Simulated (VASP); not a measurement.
Computed with PBEsol GGA, VASP's PBE PAW potentials (set 64) (plane waves; VASP).

The input files of a VASP run:

File KPOINTS:
```
k-points along high-symmetry lines
15
Line-mode
Reciprocal
  0.000000   0.000000   0.000000 ! GAMMA
  0.000000   0.500000   0.000000 ! X

  0.000000   0.500000   0.000000 ! X
  0.500000   0.500000   0.000000 ! M

  0.500000   0.500000   0.000000 ! M
  0.000000   0.000000   0.000000 ! GAMMA

  0.000000   0.000000   0.000000 ! GAMMA
  0.500000   0.500000   0.500000 ! R

  0.500000   0.500000   0.500000 ! R
  0.000000   0.500000   0.000000 ! X

  0.500000   0.500000   0.500000 ! R
  0.500000   0.500000   0.000000 ! M
```

**INCAR**
```
SYSTEM  =  CsPbBr3
PREC  =  Accurate; ENCUT  =  520; LREAL  =  .FALSE.
LASPH  =  .TRUE.; ICHARG  =  11
EDIFF  =  1E-7; NELM  =  100; ALGO  =  Normal
LMAXMIX  =  4
ISMEAR  =  0; SIGMA  =  0.05
GGA  =  PS
LWAVE  =  .FALSE.; LCHARG  =  .FALSE.; LORBIT  =  11
```

POSCAR:
```
CsPbBr3
1
    5.8750823239     0.0000000000     0.0000000000
    0.0000000000     5.8750823239     0.0000000000
   -0.0000000000     0.0000000000     5.8750823239
Cs Pb Br
1 1 3
Direct
  0.0000000000   0.0000000000   0.0000000000
  0.5000000000   0.5000000000   0.5000000000
  0.5000000000   0.0000000000   0.5000000000
  0.0000000000   0.5000000000   0.5000000000
  0.5000000000   0.5000000000   0.0000000000
```

POTCAR, in this order: Cs_sv Pb_d Br (PBE.64 set). Program: vasp_std. Read from the step before: CHGCAR.

The run wrote:

OSZICAR:
```
       N       E                     dE             d eps       ncg     rms          rms(c)
DAV:   1     0.401685313907E+03    0.40169E+03   -0.18949E+04  4680   0.150E+03
DAV:   2     0.330364122180E+02   -0.36865E+03   -0.36094E+03  5780   0.332E+02
DAV:   3    -0.142014907699E+02   -0.47238E+02   -0.46201E+02  5750   0.128E+02
DAV:   4    -0.161461463156E+02   -0.19447E+01   -0.19179E+01  5640   0.327E+01
DAV:   5    -0.162155997640E+02   -0.69453E-01   -0.69346E-01  6150   0.541E+00
DAV:   6    -0.162183877693E+02   -0.27880E-02   -0.27870E-02  6308   0.113E+00
DAV:   7    -0.162184905077E+02   -0.10274E-03   -0.10273E-03  6288   0.171E-01
DAV:   8    -0.162184950758E+02   -0.45681E-05   -0.45680E-05  6666   0.355E-02
DAV:   9    -0.162184952002E+02   -0.12446E-06   -0.12444E-06  5120   0.348E-03
DAV:  10    -0.162184952019E+02   -0.16880E-08   -0.16967E-08  3986   0.685E-04
   1 F= -.16218495E+02 E0= -.16218495E+02  d E =-.136123E-17
```

File OUTCAR:
```
 val. band max:        1.1763350392   @ k =   0.5000   0.5000   0.5000

 cond. band min:       2.6075950381   @ k =   0.5000   0.5000   0.5000



 k-point     1 :       0.0000    0.0000    0.0000
  band No.  band energies     occupation
      1     -20.2632      2.00000
      2     -15.6509      2.00000
      3     -15.6509      2.00000
      4     -15.4832      2.00000
      5     -15.4832      2.00000
      6     -15.4832      2.00000
      7     -13.6378      2.00000
      8     -12.9068      2.00000
      9     -12.9068      2.00000
     10      -7.0389      2.00000
     11      -7.0389      2.00000
     12      -7.0389      2.00000
     13      -5.8654      2.00000
     14      -3.1873      2.00000
     15      -3.1873      2.00000
     16      -3.1873      2.00000
     17      -0.9745      2.00000
     18      -0.9745      2.00000
     19      -0.9745      2.00000
     20      -0.8562      2.00000
     21      -0.8562      2.00000
     22      -0.8562      2.00000
     23       4.0656      0.00000
     24       5.2101      0.00000
     25       5.2101      0.00000
     26       5.9498      0.00000

 k-point     2 :       0.0000    0.0357    0.0000
  band No.  band energies     occupation
      1     -20.2632      2.00000
      2     -15.6509      2.00000
      3     -15.6501      2.00000
      4     -15.4832      2.00000
      5     -15.4832      2.00000
      6     -15.4832      2.00000
      7     -13.6364      2.00000
      8     -12.9097      2.00000
      9     -12.9068      2.00000
     10      -7.0387      2.00000
     11      -7.0387      2.00000
     12      -7.0387      2.00000
     13      -5.8799      2.00000
     14      -3.1862      2.00000
     15      -3.1862      2.00000
     16      -3.1606      2.00000
     17      -0.9763      2.00000
     18      -0.9761      2.00000
     19      -0.9761      2.00000
     20      -0.8579      2.00000
     21      -0.8579      2.00000
     22      -0.8577      2.00000
     23       4.0788      0.00000
...
```

The density is held fixed in this step, so its total energy and stress have no physical meaning. Unless said otherwise, spin-orbit coupling is left out, though it shifts the bands of the heavy elements here.

The compound is CsPbBr3 in the cubic perovskite structure, the ideal cubic form; the compound distorts at low or room temperature. It was relaxed first.
